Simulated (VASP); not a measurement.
Here is a VASP 6.6.1 calculation.

INCAR

```
SYSTEM = Al2InN3
PREC = Normal ; ENCUT = 520
EDIFF = 1E-4 ; ISMEAR = 0
SIGMA = 0.15 ; LREAL = .FALSE.
LASPH = .TRUE. ; NELM = 60
ALGO = Fast ; ISIF = 3
LWAVE = .FALSE. ; LCHARG = .FALSE.
GGA = PE ; IBRION = 2
NSW = 24 ; EDIFFG = -0.08
```

KPOINTS

```
Automatic mesh
0
G
  4 4 4
  0 0 0
```

POSCAR

```
Al2InN3
1.0
    5.2117812900     -2.2664692100      0.0000000000
    5.2117812900      2.2664692100      0.0000000000
   -0.0747903500      0.0000000000      3.4674322800
Al In N
2 1 3
Direct
    0.6566882700      0.6566882700      0.5071920800
    0.3433117300      0.3433117300      0.4928079200
    0.0000000000      0.0000000000      0.0000000000
    0.8597577200      0.8597577200      0.4906698800
    0.5000000000      0.5000000000      0.0000000000
    0.1402422800      0.1402422800      0.5093301200
```

Potentials or basis: VASP PAW PBE potentials, release 64 (Al, In_d, N).

Launch:

```sh
$ cat potpaw_PBE.64/Al/POTCAR potpaw_PBE.64/In_d/POTCAR potpaw_PBE.64/N/POTCAR > POTCAR
$ mpirun -np 1 vasp_std > vasp.out
```

**Question.** Predict the relaxed cell.

**Answer.** a = 5.233 Å, b = 5.233 Å, c = 3.309 Å, α = 91.07°, β = 91.07°, γ = 48.93°.

**Question.** What does it give for the space group after relaxing (to 0.05 Å)?

**Answer.** C2/m (No. 12).

Final structure:
```yaml
crystal:
  lattice:
    - [4.76346, -2.16720, 0.00056]
    - [4.76346, 2.16720, 0.00056]
    - [-0.06800, 0.00000, 3.30792]
  atoms:
    - { symbol: Al, position: [0.64951, 0.64951, 0.50387] }
    - { symbol: Al, position: [0.35049, 0.35049, 0.49613] }
    - { symbol: In, position: [0.00000, 0.00000, 0.00000] }
    - { symbol: N, position: [0.84226, 0.84226, 0.49049] }
    - { symbol: N, position: [0.50000, 0.50000, 0.00000] }
    - { symbol: N, position: [0.15774, 0.15774, 0.50950] }
```

Caveat: the k mesh is coarse (spacing up to 0.45 Å⁻¹), so the values aren't converged.
